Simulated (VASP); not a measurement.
Output of a VASP run:

**OSZICAR**
```
       N       E                     dE             d eps       ncg     rms          rms(c)
DAV:   1     0.235219634993E+03    0.23522E+03   -0.18983E+04 13536   0.149E+03
DAV:   2    -0.192117526540E+02   -0.25443E+03   -0.25098E+03 15152   0.326E+02
DAV:   3    -0.288268081765E+02   -0.96151E+01   -0.95214E+01 20528   0.584E+01
DAV:   4    -0.290377166429E+02   -0.21091E+00   -0.21078E+00 17832   0.770E+00
DAV:   5    -0.290420294886E+02   -0.43128E-02   -0.43123E-02 19744   0.978E-01    0.143E+01
DAV:   6    -0.260873252082E+02    0.29547E+01   -0.32225E+01 16936   0.486E+01    0.110E+01
DAV:   7    -0.258326197091E+02    0.25471E+00   -0.31160E+00 15560   0.149E+01    0.521E+00
DAV:   8    -0.257819301983E+02    0.50690E-01   -0.49154E-01 17592   0.508E+00    0.118E+00
DAV:   9    -0.257630507269E+02    0.18879E-01   -0.10474E-01 16664   0.285E+00    0.396E-01
DAV:  10    -0.257630255637E+02    0.25163E-04   -0.41864E-03 17472   0.367E-01    0.278E-01
DAV:  11    -0.257629152738E+02    0.11029E-03   -0.46079E-04 19112   0.117E-01    0.617E-02
DAV:  12    -0.257628854612E+02    0.29813E-04   -0.12023E-04 15888   0.878E-02    0.192E-02
DAV:  13    -0.257628864115E+02   -0.95037E-06   -0.17981E-05 17528   0.278E-02    0.761E-03
DAV:  14    -0.257628858052E+02    0.60627E-06   -0.92128E-07 17488   0.703E-03    0.289E-03
DAV:  15    -0.257628855447E+02    0.26056E-06   -0.74061E-08 11712   0.245E-03    0.107E-03
DAV:  16    -0.257628854917E+02    0.53020E-07   -0.33731E-08  9760   0.162E-03
   1 F= -.25762885E+02 E0= -.25762917E+02  d E =0.930920E-04
```

OUTCAR:
```
------------------------ aborting loop because EDIFF is reached ----------------------------------------
  FORCE on cell =-STRESS in cart. coord.  units (eV):
  Direction    XX          YY          ZZ          XY          YZ          ZX
  --------------------------------------------------------------------------------------
  Total        0.8453044      0.4964284      0.5952515      0.0000000      0.0000000      0.6756703
  in kB       14.5178589      8.5260146     10.2232733      0.0000000      0.0000000     11.6044422
  external PRESSURE =      11.0890490 kB  Pullay stress =       0.0000000 kB
  volume of cell :       93.29
      direct lattice vectors                 reciprocal lattice vectors
    -2.101223980  2.101223980  5.282219286     0.000000000  0.237956546  0.094657183
     2.101223980 -2.101223980  5.282219286     0.237956546  0.000000000  0.094657183
     2.101223980  2.101223980 -5.282219286     0.237956546  0.237956546  0.000000000
 POSITION                                       TOTAL-FORCE (eV/Angst)
 -----------------------------------------------------------------------------------
      0.00000      0.00000      0.00000         0.159765     -0.000000     -0.038706
      0.00000      0.00000      6.44583        -0.085183     -0.000000      0.076587
      0.00000      0.00000      4.11861         0.810912     -0.000000      0.185172
      0.00000      2.10122      2.64111         0.411666      0.000000     -0.003730
      2.30122      0.00000      2.64111        -1.297160     -0.000000     -0.219323
 -----------------------------------------------------------------------------------
    total drift:                                0.000020     -0.000000      0.000017
  FREE ENERGIE OF THE ION-ELECTRON SYSTEM (eV)
  ---------------------------------------------------
  free  energy   TOTEN  =       -25.7628854917 eV

  energy  without entropy=      -25.7629785836  energy(sigma->0) =      -25.76291652
```
(Selected blocks of OUTCAR.)

File POSCAR:
```
Pr(SiAg)2
1
   -2.1012239796     2.1012239796     5.2822192860
    2.1012239796    -2.1012239796     5.2822192860
    2.1012239796     2.1012239796    -5.2822192860
Pr Si Ag
1 2 2
Direct
  0.0000000000   0.0000000000   0.0000000000
  0.6101441864   0.6101441864   1.0000000000
  0.3898558136   0.3898558136   0.0000000000
  0.7500000000   0.2500000000   0.5000000000
  0.2500000000   0.7975913091   0.5475913091
```

Problem. Write an INCAR and KPOINTS that could have produced this output.

Solution. One answer among several that fit: the input of the run itself, PBEsol GGA, plane waves, VASP's PBE PAW potentials (set 64).

### INCAR
```
SYSTEM = Pr(SiAg)2
PREC = Accurate
ENCUT = 480
EDIFF = 1E-7
NELM = 100
ALGO = Normal
LREAL = .FALSE.
LASPH = .TRUE.
ISMEAR = 1
SIGMA = 0.1
GGA = PS
LMAXMIX = 6
LWAVE = .FALSE.
LCHARG = .FALSE.
ISIF = 2
```

### KPOINTS
```
Automatic mesh
0
Gamma
10 10 10
0 0 0
```

POTCAR, in this order: Pr_3 Si Ag (PBE.64 set). Program: vasp_std.

The 4f electrons are frozen in the core of the lanthanide potential, so 4f levels, which can set the real gap, and their magnetism are missing.

The structure comes from a computed database's Ag2PrSi2 entry (I4/mmm); how it stands against other phases isn't given here. This cell was strained or had an atom moved on purpose. The electron count is odd and the run is not spin-polarised, which forces a metal.
